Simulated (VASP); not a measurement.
Fe:

```xyz
1
Lattice="-1.4430 1.4430 1.4430 1.4430 -1.4430 1.4430 1.4430 1.4430 -1.4430" Properties=species:S:1:pos:R:3 pbc="T T T"
Fe    0.0000    0.0000    0.0000
```

- Program: VASP 6.6.1
- Task: relaxation of cell and atoms
- Functional: PBE
- Potentials or basis: VASP PAW PBE potentials, release 64 (Fe)
- Cutoff: 520 eV
- k mesh: 20 × 20 × 20
- Occupations: gaussian, width 0.1 eV
- Spin: collinear spin, ferromagnetic start
- Starting moments: [2.5] μB

At the start: pressure -9.4 GPa; volume 12.02 Å³/atom.

Q: How do energy, volume and symmetry change on relaxing?

A: Over 3 steps the energy falls by 20.4 meV/atom and the volume is 11.35 Å³/atom (-5.6 %); space group Im-3m (No. 229, to 0.05 Å); moment 2.20 μB per cell.

Step by step:
| step | energy change (eV) | largest force (eV/Å) | pressure (GPa) | volume (Å³) |
| --- | --- | --- | --- | --- |
| 1 | 0.0000 | 0.0000 | -9.38 | 12.02 |
| 2 | -0.0063 | 0.0000 | 9.37 | 10.84 |
| 3 | -0.0204 | 0.0000 | 0.09 | 11.35 |

Final structure:
```xyz
1
Lattice="-1.4158 1.4158 1.4158 1.4158 -1.4158 1.4158 1.4158 1.4158 -1.4158" Properties=species:S:1:pos:R:3 pbc="T T T"
Fe    0.0000    0.0000    0.0000
```
